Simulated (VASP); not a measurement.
Computed with PBE GGA, VASP's PBE PAW potentials (set 64) (plane waves; VASP).

A VASP calculation is set up with these files.

### INCAR
```
NELM = 100
SYSTEM = MgSe
ALGO = Normal   ! blocked Davidson
KGAMMA = T
ENCUT = 400
GGA = PE   ! PBE
LREAL = F
LWAVE = F
EDIFF = 1E-6   ! SCF stop (eV)
ISIF = 2   ! forces and stress, cell fixed
ISMEAR = 0   ! Gaussian
LCHARG = F
PREC = Accurate
SIGMA = 0.05   ! width (eV)
KSPACING = 0.4
LASPH = T   ! aspherical one-centre terms
LMAXMIX = 4   ! l cut-off of mixed one-centre charges
```

### POSCAR
```
MgSe
5.460
  0.0000000000   0.5000000000   0.5000000000
  0.5000000000   0.0000000000   0.5000000000
  0.5000000000   0.5000000000   0.0000000000
Mg Se
1 1
Direct
  0.0000000000   0.0000000000   0.0000000000
  0.5000000000   0.5000000000   0.5000000000
```

POTCAR, in this order: Mg Se (PBE.64 set). Program: vasp_std.

Task: What does the run give for the energy per atom (σ→0), pressure?

Result: 
* **energy per atom (σ→0)**: -3.734 eV/atom
* **pressure**: 1.67 GPa

OSZICAR:
```
...
DAV:   6    -0.751194123047E+01    0.26307E+00   -0.54754E-01   160   0.349E+00    0.191E+00
DAV:   7    -0.746772264347E+01    0.44219E-01   -0.23764E-01   192   0.245E+00    0.934E-01
DAV:   8    -0.746742887839E+01    0.29377E-03   -0.89731E-03   168   0.680E-01    0.181E-01
DAV:   9    -0.746740702937E+01    0.21849E-04   -0.11459E-04   208   0.826E-02    0.111E-01
DAV:  10    -0.746742994799E+01   -0.22919E-04   -0.14687E-04   184   0.699E-02    0.285E-02
DAV:  11    -0.746742474440E+01    0.52036E-05   -0.22156E-05   216   0.231E-02    0.931E-03
DAV:  12    -0.746742484032E+01   -0.95926E-07   -0.18762E-06   136   0.808E-03
   1 F= -.74674248E+01 E0= -.74674248E+01  d E =-.104108E-14
```

The compound is MgSe in the rock salt structure. The cell was not relaxed at this level. The run is one of a series of settings (KGAMMA = .TRUE., KSPACING = 0.4, KPOINTS file removed against the base run), some of them coarse on purpose.
